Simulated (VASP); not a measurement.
Consider the following.

```
CELL_PARAMETERS angstrom
     -1.57587     1.57587     1.57587
      1.57587    -1.57587     1.57587
      1.57587     1.57587    -1.57587
ATOMIC_POSITIONS crystal
  W  0.00000 0.00000 0.00000
```

Method: SCAN meta-GGA, VASP's PBE PAW potentials (set 64) (plane waves; VASP). Numerical set-up: 520 eV cut-off, 16×16×16 Γ-centred mesh, first-order Methfessel-Paxton smearing of 0.10 eV, potentials W_sv.

Problem. Give the energy at these volumes per atom, relative to the lowest: 14.74, 15.21, 15.68, 16.15, 16.62 Å³.

Solution. 62.0, 13.8, 0.0, 15.3, 54.7 meV/atom. A third-order Birch-Murnaghan fit gives B0 = 330 GPa and B0′ = 4.8.

Measured: bulk modulus 312 GPa at 0 K (computed value off by +5.7 %), as given by Vázquez-Parga, Fernández-Martínez, Viñes, J. Chem. Theory Comput. (2023), doi:10.1021/acs.jctc.3c00612, Supporting … [zero-point energy and finite temperature contributions removed]; a 3.160 Å at 0 K (computed value off by -0.3 %), as given by Daniel Mejia-Rodriguez et al., Physical Review B (2018), arXiv:1807.09216 [static lattice: zero-point anharmonic expansion removed].

The compound is W in the bcc structure. It was relaxed first.
